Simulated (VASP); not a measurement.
Here is the system:

```
CELL_PARAMETERS angstrom
     -1.78567     1.78567     3.94054
      1.78567    -1.78567     3.94054
      1.78567     1.78567    -3.94054
ATOMIC_POSITIONS crystal
  Pt 0.00000 0.00000 0.00000
  Ge 0.33819 0.33819 0.00000
  Ge 0.66181 0.66181 0.00000
```

Computed with PBEsol GGA, VASP's PBE PAW potentials (set 64) (plane waves; VASP). Settings: 400 eV cut-off, 13×13×13 Γ-centred mesh, tetrahedra with Blöchl corrections, potentials Pt Ge_d.

The cores are frozen, which limits the accuracy of field gradients.

**Question.** Give the principal components of the electric field gradient (V/Å²) and the asymmetry η at each nucleus.

**Answer.** 
| atom | Vxx | Vyy | Vzz | η |
|---|---|---|---|---|
| Pt1 | 55.1 | 55.1 | -110.2 | 0.00 |
| Ge2 | 25.0 | 25.0 | -49.9 | 0.00 |
| Ge3 | 25.0 | 25.0 | -49.9 | 0.00 |

The structure was generated: Ge2Pt was put into the MoSi2 type (I4/mmm), which need not be its known phase. It was relaxed first, which changed the volume by +20 %.
